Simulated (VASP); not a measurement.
All values below come from LDA (Ceperley-Alder, Perdew-Zunger), VASP's LDA PAW potentials (set 64) (plane waves; VASP 6.6.1).

A VASP calculation is set up with these files.

KPOINTS:
```
Automatic
0
gamma
 9 9 9
0 0 0
```

File POSCAR:
```
KF
1
    0.0000000000     2.6114513728     2.6114513728
    2.6114513728     0.0000000000     2.6114513728
    2.6114513728     2.6114513728     0.0000000000
K F
1 1
Direct
  0.0000000000   0.0000000000   0.0000000000
  0.5000000000   0.5000000000   0.5000000000
```

**INCAR**
```
SYSTEM = KF
PREC = Accurate
ENCUT = 520
EDIFF = 1E-7
NELM = 100
ALGO = Normal
LREAL = .FALSE.
LASPH = .TRUE.
ISMEAR = 0
SIGMA = 0.05
LWAVE = .FALSE.
LCHARG = .FALSE.
ISIF = 2
```

POTCAR, in this order: K_sv F (LDA.64 set). Program: vasp_std.

What VASP printed:

File OUTCAR:
```
 ion  position               nearest neighbor table
   1  0.000  0.000  0.000-   2 2.61   2 2.61   2 2.61   2 2.61   2 2.61   2 2.61
   2  0.500  0.500  0.500-   1 2.61   1 2.61   1 2.61   1 2.61   1 2.61   1 2.61
  LATTYP: Found a face centered cubic cell.
 ALAT       =     5.2229027456
 Subroutine PRICEL returns:
 Original cell was already a primitive cell.
 Subroutine GETGRP returns: Found 48 space group operations
The static configuration has the point symmetry O_h .
The dynamic configuration has the point symmetry O_h .
 Subroutine INISYM returns: Found 48 space group operations
 Subroutine IBZKPT returns following result:
 Found     35 irreducible k-points:

 Following reciprocal coordinates:
            Coordinates               Weight
  0.000000  0.000000  0.000000      1.000000
  0.111111  0.000000  0.000000      8.000000
  0.222222  0.000000  0.000000      8.000000
  0.333333  0.000000  0.000000      8.000000
  0.444444  0.000000  0.000000      8.000000
  0.111111  0.111111  0.000000      6.000000
  0.222222  0.111111  0.000000     24.000000
  0.333333  0.111111  0.000000     24.000000
  0.444444  0.111111  0.000000     24.000000
 -0.444444  0.111111  0.000000     24.000000
 -0.333333  0.111111  0.000000     24.000000
 -0.222222  0.111111  0.000000     24.000000
 -0.111111  0.111111  0.000000     12.000000
  0.222222  0.222222  0.000000      6.000000
  0.333333  0.222222  0.000000     24.000000
  0.444444  0.222222  0.000000     24.000000
 -0.444444  0.222222  0.000000     24.000000
 -0.333333  0.222222  0.000000     24.000000
 -0.222222  0.222222  0.000000     12.000000
  0.333333  0.333333  0.000000      6.000000
  0.444444  0.333333  0.000000     24.000000
 -0.444444  0.333333  0.000000     24.000000
 -0.333333  0.333333  0.000000     12.000000
  0.444444  0.444444  0.000000      6.000000
...
```

### OSZICAR
```
       N       E                     dE             d eps       ncg     rms          rms(c)
DAV:   1     0.117733924821E+03    0.11773E+03   -0.83941E+03   840   0.130E+03
DAV:   2    -0.523775109745E+01   -0.12297E+03   -0.11092E+03  1024   0.342E+02
DAV:   3    -0.101128227861E+02   -0.48751E+01   -0.48532E+01  1044   0.655E+01
DAV:   4    -0.102542379549E+02   -0.14142E+00   -0.14126E+00  1328   0.103E+01
DAV:   5    -0.102561113035E+02   -0.18733E-02   -0.18733E-02  1016   0.116E+00    0.623E+00
DAV:   6    -0.914044867873E+01    0.11157E+01   -0.39839E+00   916   0.191E+01    0.439E+00
DAV:   7    -0.909392205659E+01    0.46527E-01   -0.13074E-01  1124   0.322E+00    0.271E+00
DAV:   8    -0.906867951169E+01    0.25243E-01   -0.46637E-02   936   0.254E+00    0.199E-01
DAV:   9    -0.906891710307E+01   -0.23759E-03   -0.47641E-03  1220   0.573E-01    0.108E-01
DAV:  10    -0.906901904446E+01   -0.10194E-03   -0.58057E-04  1008   0.273E-01    0.534E-02
DAV:  11    -0.906900286767E+01    0.16177E-04   -0.87482E-05  1020   0.104E-01    0.129E-02
DAV:  12    -0.906900389952E+01   -0.10318E-05   -0.28457E-06  1004   0.176E-02    0.389E-03
DAV:  13    -0.906900392152E+01   -0.21998E-07   -0.35031E-07  1056   0.695E-03
   1 F= -.90690039E+01 E0= -.90690039E+01  d E =-.897550E-23
```

OUTCAR:
```
------------------------ aborting loop because EDIFF is reached ----------------------------------------
  FORCE on cell =-STRESS in cart. coord.  units (eV):
  Direction    XX          YY          ZZ          XY          YZ          ZX
  --------------------------------------------------------------------------------------
  Total       -0.2706136     -0.2706136     -0.2706136     -0.0000000      0.0000000      0.0000000
  in kB      -12.1726297    -12.1726297    -12.1726297     -0.0000000      0.0000000      0.0000000
  external PRESSURE =     -12.1726297 kB  Pullay stress =       0.0000000 kB
  volume of cell :       35.62
      direct lattice vectors                 reciprocal lattice vectors
     0.000000000  2.611451373  2.611451373    -0.191464411  0.191464411  0.191464411
     2.611451373  0.000000000  2.611451373     0.191464411 -0.191464411  0.191464411
     2.611451373  2.611451373  0.000000000     0.191464411  0.191464411 -0.191464411
  FREE ENERGIE OF THE ION-ELECTRON SYSTEM (eV)
  ---------------------------------------------------
  free  energy   TOTEN  =        -9.0690039215 eV

  energy  without entropy=       -9.0690039215  energy(sigma->0) =       -9.06900392
```
(Selected blocks of OUTCAR.)

OUTCAR:
```
 val. band max:       -3.0353879363   @ k =   0.0000   0.0000   0.0000

 cond. band min:       3.1162346838   @ k =   0.0000   0.0000   0.0000


 Fermi energy:        -2.7034568442

 k-point     1 :       0.0000    0.0000    0.0000
  band No.  band energies     occupation
      1     -28.4949      2.00000
      2     -21.2879      2.00000
      3     -11.9063      2.00000
      4     -11.9063      2.00000
      5     -11.9063      2.00000
      6      -3.0354      2.00000
      7      -3.0354      2.00000
      8      -3.0354      2.00000
      9       3.1162      0.00000
     10       7.6560      0.00000
     11       7.6560      0.00000
     12       7.6560      0.00000

 k-point     2 :       0.1111    0.0000    0.0000
  band No.  band energies     occupation
      1     -28.4784      2.00000
      2     -21.3046      2.00000
      3     -11.9462      2.00000
      4     -11.9114      2.00000
      5     -11.9114      2.00000
      6      -3.1702      2.00000
      7      -3.0879      2.00000
      8      -3.0879      2.00000
      9       3.4909      0.00000
     10       7.4192      0.00000
     11       7.8415      0.00000
     12       7.8415      0.00000

 k-point     3 :       0.2222    0.0000    0.0000
  band No.  band energies     occupation
      1     -28.4360      2.00000
      2     -21.3471      2.00000
      3     -12.0462      2.00000
      4     -11.9242      2.00000
      5     -11.9242      2.00000
      6      -3.4718      2.00000
      7      -3.2180      2.00000
      8      -3.2180      2.00000
      9       4.4443      0.00000
     10       7.0562      0.00000
     11       8.3287      0.00000
     12       8.3287      0.00000

 k-point     4 :       0.3333    0.0000    0.0000
  band No.  band energies     occupation
      1     -28.3871      2.00000
      2     -21.3963      2.00000
      3     -12.1583      2.00000
      4     -11.9383      2.00000
      5     -11.9383      2.00000
      6      -3.7672      2.00000
...
```

The compound is KF in the rock salt structure. This cell is one point of a volume scan, at 1.03 of the reference volume.
